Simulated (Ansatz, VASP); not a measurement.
# ZnNi in two plane-wave programs

Wanted: the spread between two codes on one cell, functional and k mesh. The cell is taken from a series of runs on this material, whose earlier steps may have relaxed, scaled, displaced or heated it; both programs get it as it stands.

Calculated with Ansatz 0.2.0; plane waves, with VASP 6.6.1 beside it; relaxation of cell and atoms at PBEsol.

### Step 1. Starting point

Symmetry: P4/mmm, No. 123, tetragonal system. The conventional cell has a = 2.659 Å, b = 2.659 Å, c = 3.244 Å, α = 90.00°, β = 90.00°, γ = 90.00°. Nearest to Zn lie 8 Ni at 2.48 Å and 4 Zn at 2.66 Å. Nearest to Ni lie 8 Zn at 2.48 Å and 4 Ni at 2.66 Å. Farther neighbours are not listed.

Coordinates:

```xyz
2
Lattice="2.6587 0.0000 0.0000 0.0000 2.6587 0.0000 0.0000 0.0000 3.2442" Properties=species:S:1:pos:R:3 pbc="T T T"
Zn    1.3293    1.3293    1.6221
Ni    0.0000    0.0000    0.0000
```

### Step 2. VASP: relaxation of cell and atoms, PBEsol, pair 1

The relaxed volume is the usual yardstick between codes: in a stiff, nearly cubic crystal its relative difference is about their pressure difference at one cell divided by the bulk modulus.

Lines of VASP's logs that name or quote its potential files are left out, and so is its time.

INCAR reads:

```
SYSTEM = ZnNi
PREC = Accurate
ENCUT = 600
EDIFF = 1E-07
NELM = 120
ISMEAR = 1
SIGMA = 0.2
LREAL = .FALSE.
ALGO = Normal
GGA = PS
NBANDS = 17
LASPH = .TRUE.
LORBIT = 11
LWAVE = .FALSE.
LCHARG = .FALSE.
ISIF = 3
IBRION = 2
NSW = 80
EDIFFG = -0.005
GGA_COMPAT = .FALSE.
NELMIN = 4
```

POSCAR reads:

```
ZnNi
1.0
    2.6586950000      0.0000000000      0.0000000000
    0.0000000000      2.6586950000      0.0000000000
    0.0000000000      0.0000000000      3.2442170000
Zn Ni
1 1
Direct
    0.4999998119      0.4999998119      0.5000001541
    0.0000000000      0.0000000000      0.0000000000
```

KPOINTS reads:

```
Automatic mesh
0
Gamma
12 12 10
0 0 0
```

PAW data sets: Zn and Ni (PBE family, release 64).

Launch:

```
mpirun -np 1 vasp_std
```

Numbers of over 12 decimals in the logs are rounded to 6 here.

What it wrote:

```text
[banner, memory and clock lines left out]
running    1 mpi-ranks, on    1 nodes
 distrk:  each k-point on    1 cores,    1 groups
 distr:  one band on    1 cores,    1 groups

 POSCAR found type information on POSCAR ZnNi
 POSCAR found :  2 types and       2 ions
|                                                                             |
|               ----> ADVICE to this user running VASP <----                  |
|                                                                             |
|     You enforced a specific xc type in the INCAR file but a different       |
|     [... a line on the potential file left out ...]
|     I HOPE YOU KNOW WHAT YOU ARE DOING!                                     |
|                                                                             |

 LDA part: xc-table for (Slater+PW92), standard interpolation
 POSCAR, INCAR and KPOINTS ok, starting setup
 FFT: planning ... GRIDC
 FFT: planning ... GRID_SOFT
 FFT: planning ... GRID
 WAVECAR not read
 entering main loop
       N       E                     dE             d eps       ncg     rms          rms(c)
DAV:   1     0.100630223770E+03    0.10063E+03   -0.11876E+04  6040   0.221E+03
DAV:   2    -0.557498332736E+01   -0.10621E+03   -0.10206E+03  5723   0.303E+02
DAV:   3    -0.935852352035E+01   -0.37835E+01   -0.37512E+01  6434   0.690E+01
DAV:   4    -0.939279583559E+01   -0.34272E-01   -0.34262E-01  7040   0.577E+00
DAV:   5    -0.939347985512E+01   -0.68402E-03   -0.68398E-03  6654   0.752E-01    0.112E+01
DAV:   6    -0.979640777414E+01   -0.40293E+00   -0.13976E+01  5952   0.658E+01    0.110E+01
DAV:   7    -0.831657175619E+01    0.14798E+01   -0.66016E+00  6413   0.708E+01    0.385E+00
DAV:   8    -0.828210859811E+01    0.34463E-01   -0.20898E-01  7415   0.785E+00    0.153E+00
DAV:   9    -0.827264357515E+01    0.94650E-02   -0.11076E-02  7357   0.141E+00    0.266E-01
DAV:  10    -0.827234807904E+01    0.29550E-03   -0.65407E-04  7479   0.295E-01    0.656E-02
DAV:  11    -0.827234037923E+01    0.76998E-05   -0.41960E-05  7077   0.101E-01    0.135E-02
DAV:  12    -0.827234065926E+01   -0.28003E-06   -0.64919E-06  6431   0.515E-02    0.946E-03
DAV:  13    -0.827234018170E+01    0.47756E-06   -0.65230E-07  7105   0.227E-02    0.183E-03
DAV:  14    -0.827234003970E+01    0.14201E-06   -0.43940E-08  3218   0.269E-03    0.387E-04
DAV:  15    -0.827234003637E+01    0.33319E-08   -0.92321E-09  3019   0.137E-03
   1 F= -.82723400E+01 E0= -.82732097E+01  d E =-.827234E+01
 curvature:   0.00 expect dE= 0.000E+00 dE for cont linesearch  0.000E+00
 trial: gam= 0.00000 g(F)=  0.000E+00 g(S)=  0.503E-03 ort = 0.000E+00 (trialstep = 0.100E+01)
 search vector abs. value=  0.503E-03
 bond charge predicted
       N       E                     dE             d eps       ncg     rms          rms(c)
DAV:   1    -0.828690520347E+01   -0.14565E-01   -0.12843E-01  5787   0.711E+00    0.100E+00
DAV:   2    -0.828696751912E+01   -0.62316E-04   -0.14311E-01  5905   0.638E+00    0.101E+00
DAV:   3    -0.827357276249E+01    0.13395E-01   -0.62232E-02  6094   0.486E+00    0.322E-01
DAV:   4    -0.827262311498E+01    0.94965E-03   -0.23025E-03  7514   0.961E-01    0.112E-01
DAV:   5    -0.827240084093E+01    0.22227E-03   -0.13971E-04  8658   0.153E-01    0.126E-02
DAV:   6    -0.827240070415E+01    0.13678E-06   -0.98608E-06  7946   0.495E-02    0.602E-03
DAV:   7    -0.827240182436E+01   -0.11202E-05   -0.62768E-07  7874   0.145E-02    0.716E-04
DAV:   8    -0.827240177427E+01    0.50087E-07   -0.10992E-07  3454   0.634E-03
   2 F= -.82724018E+01 E0= -.82732741E+01  d E =-.617379E-04
 trial-energy change:   -0.000062  1 .order   -0.000070   -0.000503    0.000363
 step:   0.5668(harm=  0.5809)  dis= 0.00000  next Energy=    -8.272481 (dE=-0.141E-03)
 bond charge predicted
       N       E                     dE             d eps       ncg     rms          rms(c)
DAV:   1    -0.827520846703E+01   -0.28066E-02   -0.24075E-02  5783   0.306E+00    0.436E-01
DAV:   2    -0.827522109606E+01   -0.12629E-04   -0.26355E-02  5896   0.279E+00    0.435E-01
DAV:   3    -0.827269544269E+01    0.25257E-02   -0.11804E-02  6097   0.216E+00    0.137E-01
DAV:   4    -0.827252558830E+01    0.16985E-03   -0.43385E-04  7598   0.419E-01    0.473E-02
DAV:   5    -0.827248538333E+01    0.40205E-04   -0.24183E-05  8582   0.647E-02    0.548E-03
DAV:   6    -0.827248497695E+01    0.40638E-06   -0.18849E-06  8255   0.232E-02    0.266E-03
DAV:   7    -0.827248466098E+01    0.31597E-06   -0.86055E-08  3569   0.378E-03    0.200E-04
DAV:   8    -0.827248465238E+01    0.85984E-08   -0.24374E-08  2908   0.295E-03
   3 F= -.82724847E+01 E0= -.82733558E+01  d E =-.144616E-03
 curvature:  -0.29 expect dE=-0.321E-07 dE for cont linesearch -0.337E-10
 trial: gam= 0.00070 g(F)=  0.262E-47 g(S)=  0.111E-06 ort =-0.242E-06 (trialstep = 0.913E+00)
 search vector abs. value=  0.111E-06
 reached required accuracy - stopping structural energy minimisation
```

From OUTCAR (step 2):

```text
ion  position               nearest neighbor table
   1  0.500  0.500  0.500-   2 2.48   2 2.48   2 2.48   2 2.48   2 2.48   2 2.48   2 2.48   2 2.48

  LATTYP: Found a simple tetragonal cell.
 ALAT       =     2.6586950000
 C/A-ratio  =     1.2202290974

 Subroutine GETGRP returns: Found 16 space group operations
 (whereof 16 operations were pure point group operations)

The static configuration has the point symmetry D_4h.

 Found    168 irreducible k-points:

   k-points           NKPTS =    168   k-points in BZ     NKDIM =    168   number of bands    NBANDS=     17

   dimension x,y,z NGX =    24 NGY =   24 NGZ =   28
   dimension x,y,z NGXF=    48 NGYF=   48 NGZF=   56

   ENCUT  =  600.0 eV  44.10 Ry    6.64 a.u.   5.31  5.31  6.48*2*pi/ulx,y,z

   NELECT =      22.0000    total number of electrons

 k-points in reciprocal lattice and weights: Automatic mesh
   0.00000000  0.00000000  0.00000000       0.001
   0.08333333  0.00000000  0.00000000       0.003
   0.16666667  0.00000000  0.00000000       0.003
   0.25000000  0.00000000  0.00000000       0.003
   0.33333333  0.00000000  0.00000000       0.003
   0.41666667  0.00000000  0.00000000       0.003
   0.50000000  0.00000000  0.00000000       0.001
   0.08333333  0.08333333  0.00000000       0.003
   0.16666667  0.08333333  0.00000000       0.006
[...]
0.50000000  0.41666667  0.50000000       0.003
   0.50000000  0.50000000  0.50000000       0.001

 average (electrostatic) potential at core
       1 -32.7874       2 -84.4649

 E-fermi :   6.3829

 k-point     1 :       0.0000    0.0000    0.0000
  band No.  band energies     occupation
    ...
      7       3.9277      2.00000
      8       4.1339      2.00000
      9       5.4610      2.00000
     10       5.4610      2.00000
     11       5.7401      2.00005
     12       9.4571     -0.00000
     13      15.7078      0.00000
     14      16.5019      0.00000
     15      16.5019      0.00000
     16      21.4884      0.00000
    ...

 k-point     2 :       0.0833    0.0000    0.0000
  band No.  band energies     occupation
    ...
      7       3.9531      2.00000
      8       4.1514      2.00000
      9       5.2989      2.00000
     10       5.4561      2.00000
     11       5.6813      2.00001
     12       9.7944     -0.00000
     13      15.0511      0.00000
     14      15.7900      0.00000
     15      16.7366      0.00000
     16      22.1735      0.00000
    ...

 k-point     3 :       0.1667    0.0000    0.0000
  band No.  band energies     occupation
    ...
      7       3.9926      2.00000
      8       4.2152      2.00000
      9       4.9372      2.00000
     10       5.4429      2.00000
     11       5.5270      2.00000
     12      10.6793      0.00000
     13      12.5630      0.00000
     14      15.9632      0.00000
     15      17.4179      0.00000
     16      22.6942      0.00000
    ...

  Total        0.0008080      0.0008080     -0.0018119      0.0000000      0.0000000      0.0000000
  in kB        0.0562608      0.0562608     -0.1261570      0.0000000      0.0000000      0.0000000
  external PRESSURE =      -0.0045451 kB  Pullay stress =       0.0000000 kB

  energy-cutoff  :      600.00
  volume of cell :       23.01
      direct lattice vectors                 reciprocal lattice vectors
     2.661767815  0.000000000  0.000000000     0.375690169  0.000000000  0.000000000
     0.000000000  2.661767815  0.000000000     0.000000000  0.375690169  0.000000000
     0.000000000 -0.000000000  3.247806403     0.000000000  0.000000000  0.307900126

 POSITION                                       TOTAL-FORCE (eV/Angst)
 -----------------------------------------------------------------------------------
      1.33088      1.33088      1.62390         0.000000      0.000000      0.000000
      0.00000      0.00000      0.00000         0.000000     -0.000000      0.000000
 -----------------------------------------------------------------------------------
    total drift:                                0.000046      0.000046     -0.000050

  FREE ENERGIE OF THE ION-ELECTRON SYSTEM (eV)
  ---------------------------------------------------
  free  energy   TOTEN  =        -8.2724846524 eV

  energy  without entropy=       -8.2750981769  energy(sigma->0) =       -8.27335583

 reached required accuracy - stopping structural energy minimisation

 total charge
# of ion       s       p       d       tot
------------------------------------------
    1        0.625   0.595   9.754  10.974
    2        0.447   0.461   8.445   9.354
--------------------------------------------------
tot          1.072   1.057  18.199  20.328

[... 3 further parts left out ...]
```

This run has no spin polarisation, so a moment on Ni, if there is one, isn't seen. The run keeps the 16 symmetry operations of its start, so it cannot find a distortion of lower symmetry.

### Step 3. Ansatz: relaxation of cell and atoms, PBEsol, pair 1

Ansatz runs on its default PAW (the set named soft_2) files.

The same cell, functional, mesh and smearing now go to Ansatz, which takes its cutoff from its data sets.

input.yaml reads:

```yaml
crystal:
  lattice:
    - [2.658694992, 0.0, 0.0]
    - [0.0, 2.658694992, 0.0]
    - [0.0, 0.0, 3.244217296]
  atoms:
    - { symbol: Zn, position: [0.5, 0.5, 0.5] }
    - { symbol: Ni, position: [0.0, 0.0, 0.0] }
kpoints:
  mp_grid: { grid: [12, 12, 10] }
hamiltonian:
  xc: pbesol
scf:
  occupations: { method: methfessel_paxton, width: 0.2 }
output:
  forces: true
  stress: true
  eigenvalues: true
relax:
  adjacent_minimum: "off"
  f_tol: 0.001
  max_steps: 60
  cell: { stress_tol: 0.01 }
```

Launch:

```
ansatz run input.yaml --threads 4 --pin off --max-ram 8192MiB --backend cpu --events-out ev --progress --plain --runs-dir out
```

What it wrote:

```text
Engine: ansatz 0.2.0, aarch64-unknown-linux-gnu
Pseudopotentials: kind: paw
Pseudopotential: Zn, paw, valence charge 12, recommended cutoff 420 eV (normal), Zn.paw.azcp
Pseudopotential: Ni, paw, valence charge 18, recommended cutoff 420 eV (normal), Ni.paw.azcp
Functional definition: PBEsol
  exchange = pbesol_x
  correlation = pbesol_c
Crystal: 2 atoms, lattice volume = 22.932 Å³
Basis set: ecut = 420 eV, 455 PW (Γ), exchange–correlation on 36×36×48 points (8 copies of the dense FFT grid, shifted against one another)
Bands: 19, of which v1, the nominal top of the filled ones, is band 15 counted from 1 (14 counted from 0)
Symmetry: 16 space group operations
Space group: P4/mmm (ITA 123), of the structure as read, at distance tolerance 2.8e-5 Å
k-points: 168 of 1440
Non-local potential: Zn, projectors of the file, l = 0: 2, l = 1: 2, l = 2: 3, l = 3: 1
Non-local potential: Ni, projectors of the file, l = 0: 3, l = 1: 2, l = 2: 3, l = 3: 1
PAW form: soft (Blöchl's): semilocal exchange-correlation on the pseudo side does not see the compensation charge
PAW frozen core: Zn, regenerated for the run's functional, and the local potential with it (the file was generated under x = pbe(κ = 0.804, μ = 0.219515), c = pbe(β = 0.066725))
PAW frozen core: Ni, regenerated for the run's functional, and the local potential with it (the file was generated under x = pbe(κ = 0.804, μ = 0.219515), c = pbe(β = 0.066725))
PAW one-centre angular grid: Zn, 590 points (default); XC on 64 Gauss nodes
PAW one-centre angular grid: Ni, 590 points (default); XC on 64 Gauss nodes
Initial density: superposition of atomic densities (neutral atoms: chi_scale 0, normalization atom), corrected by the library's trained network
Initial wavefunctions: pseudopotential atomic-orbital guess
Functional: x = pbesol(κ = 0.804, μ = 0.123457), c = pbesol(β = 0.046)
SCF iter   1: F=—  HF=-9086.438958 eV  |F-HF|=—  |Δ(HF+E_count)|=         —  Δρ=2.43e-2  dr2=8.34e-2  ethr=1.77e-3  ⟨swp⟩=4.9  Hψ=13736  notcnv=0
preconditioner: auto → none  [metal: Δε(μ)=0.090 eV  Ē_g=11.603 eV  σ=0.200 eV  W_gap=0.37  n_scr=6 (ndim 8)  ℏωp=36.4 eV  f_vac=0.000  D(μ)=0.48/eV (n_scr^D=2)  sad-step TF]
SCF iter   2: F=—  HF=-9086.430066 eV  |F-HF|=—  |Δ(HF+E_count)|=   8.89e-3  S|Δr|=    0.00e0  Δρ=1.15e-2  dr2=2.16e-2  ethr=2.78e-4  ⟨swp⟩=1.3  Hψ=4579  notcnv=0
SCF iter   3: F=—  HF=-9086.427801 eV  |F-HF|=—  |Δ(HF+E_count)|=   2.26e-3  S|Δr|=    0.00e0  Δρ=2.31e-3  dr2=6.82e-4  ethr=7.20e-5  ⟨swp⟩=1.3  Hψ=3334  notcnv=0
SCF iter   4: F=—  HF=-9086.427464 eV  |F-HF|=—  |Δ(HF+E_count)|=   3.37e-4  S|Δr|=    0.00e0  Δρ=6.10e-4  dr2=4.87e-5  ethr=2.27e-6  ⟨swp⟩=2.0  Hψ=4739  notcnv=0  defer=1
SCF iter   5: F=—  HF=-9086.427449 eV  |F-HF|=—  |Δ(HF+E_count)|=   1.53e-5  S|Δr|=    0.00e0  Δρ=1.24e-4  dr2=8.97e-7  ethr=1.62e-7  ⟨swp⟩=2.1  Hψ=4578  notcnv=0  defer=1
SCF iter   6: F=-9086.427450 eV  HF=-9086.427450 eV  |F-HF|=2.18e-8  |Δ(HF+E_count)|=   4.88e-7  S|Δr|=    0.00e0  Δρ=2.29e-5  dr2=2.95e-8  ethr=3.33e-10  ⟨swp⟩=7.1  Hψ=16883  notcnv=0
SCF 1 converged in 6 iterations: F = -9086.427450 eV  dr2 = 2.95e-8
  greatest PAW one-centre occupation: 1.001 electrons in one spin orbital (limit 2), on the Ni atom at site 1 (counted from 0), in its partial waves of l = 1
relax step   1: F+E_penalty+E_count = -9086.42744961 eV  Δ(F+E_penalty+E_count) = +0.000e0 eV  max|allowed force component| = 3.057e-30 eV/Å  Δτ_max = 0.0000 Å  P = -0.023 GPa  Ω = 22.932 Å³  (6 SCF iters, dr2 threshold 1.00e-7 eV, accepted)
[...]
relax step   2: F+E_penalty+E_count = -9086.42745092 eV  Δ(F+E_penalty+E_count) = -1.313e-6 eV  max|allowed force component| = 1.893e-29 eV/Å  Δτ_max = 0.0000 Å  P = -0.011 GPa  Ω = 22.931 Å³  energy of the carried Pulay correction = +1.124e-6 eV  (3 SCF iters, dr2 threshold 1.43e-9 eV, accepted)
[...]
relax step   3: F+E_penalty+E_count = -9086.42745195 eV  Δ(F+E_penalty+E_count) = -1.037e-6 eV  max|allowed force component| = 1.183e-30 eV/Å  Δτ_max = 0.0000 Å  P = +0.000 GPa  Ω = 22.929 Å³  energy of the carried Pulay correction = +2.112e-6 eV  (3 SCF iters, dr2 threshold 3.20e-10 eV, accepted)
[...]
relax step   4: F+E_penalty+E_count = -9086.42744707 eV  Δ(F+E_penalty+E_count) = +4.886e-6 eV  max|allowed force component| = 2.958e-31 eV/Å  Δτ_max = 0.0000 Å  P = +0.001 GPa  Ω = 22.929 Å³  stress off target by 1.06e-3 GPa  SCF on the basis re-selected at this cell (its energy is not comparable with the rows above)  (5 SCF iters)
basis re-selected at this cell: Δ(F+E_penalty+E_count) = +4.886e-6 eV, ΔP = +0.000 GPa vs the last step (what re-selecting the basis moved, of the pressure what is left beyond the Pulay correction that the steps carried, after the strain that the cell walked since its last selection, with what the two solves' SCF thresholds leave and, on support functions, any second-order correction that the steps lacked; it is no m [...]
SCF converged after 5 iterations
Stability not checked: this state was not tested for a lower state beside it, because cold or Methfessel-Paxton smearing, or corrected tetrahedra, fill the levels in a way that the test cannot read (fill_not_monotonic; see scf.lower_state_search)
Free energy (F): -9086.427447 eV
Harris-Foulkes:  -9086.427447 eV  (|F-HF|=3.64e-12)
Internal energy: -9086.430033 eV  (E = F + TS)
E sigma→0 (E₀):  -9086.428093 eV
Entropy (-TS):   0.002585 eV (1.293 meV/atom)
Fermi energy:    15.839441 eV
--- Per-component energies (eV) ---
  E_band       = -210.758434
  E_kinetic    = 418.217493
  E_local      = -5024.247615  (includes V_loc(G=0)·N_el)
  E_nonlocal   = 1251.113583
  E_hartree    = 2113.941262
  E_xc         = -222.291629
  E_vxc        = -164.593845  (∫ρ·V_xc dr)
  E_paw        = -3385.199625  (= ΣΔE_a)
  E_vpaw       = -919.130692  (= ΣTr[D̂ρ^β])
  E_aug_tail   = 0.000166  (compensation charges beyond the density's cutoff)
  E_ewald      = -4238.958310
  E_core_change = 0.994644  (= ΣΔE_core)
  E_smearing   = 0.002585  (= −TS)
  E_closure    = -0.000000  (closes the sum)
  Σ components = -9086.427447   (vs F -9086.427447, Δ=0.00e0)
--- Forces (eV/Å), atoms counted from 1 ---
  atom   1  Zn     0.00000000     0.00000000     0.00000000
  atom   2  Ni     0.00000000    -0.00000000     0.00000000
  max |Σ_I F_I| component: 5.92e-31 eV/Å
--- Stress (GPa, compression-positive) ---
        0.000382       0.000000       0.000000
        0.000000       0.000382       0.000000
        0.000000       0.000000       0.001062
  P = ⅓ Tr σ = 0.0006 GPa (0.006 kbar)
--- Band table (eV; the first three rows and the last of 168) ---
  k-point 0: bands = [... 11 lower, 13.5848, 14.9268, 14.9268, 15.2060, 18.8776, 25.1626, 25.9162, 25.9162]
  k-point 1: bands = [... 11 lower, 13.5115, 14.8785, 14.8785, 15.2019, 17.9799, 26.1514, 26.1514, 26.3568]
  k-point 2: bands = [... 11 lower, 13.3160, 14.7559, 14.7559, 15.1911, 16.4053, 26.8302, 26.8302, 28.8801]
  k-point 167: bands = [... 11 lower, 12.6100, 15.0167, 15.6279, 21.3467, 21.3830, 21.3830, 21.4203, 21.4203]
--- Relaxed structure (3 steps of the walk, 3 accepted, 1 SCFs on fresh bases) ---
  F+E_penalty+E_count = -9086.42744707 eV   max|allowed force component| = 2.958e-31 eV/Å   (the final SCF, on the basis selected at the relaxed cell)
  cell:  # Å, volume = 22.9292 Å³
    - [2.658539, 0, 0.0]
    - [0, 2.658539, 0.0]
    - [0.0, 0.0, 3.244167]
  atoms:
    - { symbol: Zn, position: [0.5, 0.5, 0.5] }
    - { symbol: Ni, position: [0, 0, 0.0] }
```

### Step 4. Comparison

Known differences besides the potentials themselves: the data sets hold 30 valence electrons in Ansatz (on its default PAW (the set named soft_2) files) and 22 in VASP; the cutoff is 420 eV in Ansatz and 600 eV in VASP; Ansatz makes its cores anew for this functional, VASP keeps those of its PBE data sets; Ansatz adds a Pulay correction to the stress that steers its cell, VASP none. Total energies have different zeros and are not compared.

The two programs side by side:

```
                                         quantity  Ansatz   VASP  difference
                                      volume (Å³)   22.93  23.01     -0.35 %
edge a after relaxation, in the typed setting (Å)   2.659  2.662     -0.12 %
edge c after relaxation, in the typed setting (Å)   3.244  3.248     -0.11 %
```

(Part 1 of 2 ends here.)

[Lines on the potential files, build, host, timing and source positions are cut from VASP's logs without a mark.]

[Logs are printed without paths, hosts, clocks, repeated set-up lines and the standing remarks that a program may print on its own settings, such as how far it seeks lower states.]

[Hosts, paths, dates, database ids (printed as entryN), source tags and the programs' standing remarks are cut or masked in the printed files.]
